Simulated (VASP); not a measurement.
Consider the following.

```xyz
2
Lattice="0.0000 2.8042 2.8042 2.8042 0.0000 2.8042 2.8042 2.8042 0.0000" Properties=species:S:1:pos:R:3 pbc="T T T"
Ga     0.0000     0.0000     0.0000
As     1.4021     1.4021     1.4021
```

All values below come from PBE GGA with D4 dispersion, VASP's PBE PAW potentials (set 64) (plane waves; VASP 6.6.1). Settings: 520 eV cut-off, 8×8×8 Γ-centred mesh, Gaussian smearing of 0.050 eV, potentials Ga_d As.

Question: Give the stress tensor in GPa (positive for a compressed cell).

Answer: 
```
2.29  0.00  0.00
0.00  2.29  0.00
0.00  0.00  2.29
```
The pressure is its mean diagonal, 2.29 GPa.

The compound is GaAs in the zinc blende structure. This cell is one point of a volume scan, at 0.97 of the reference volume.
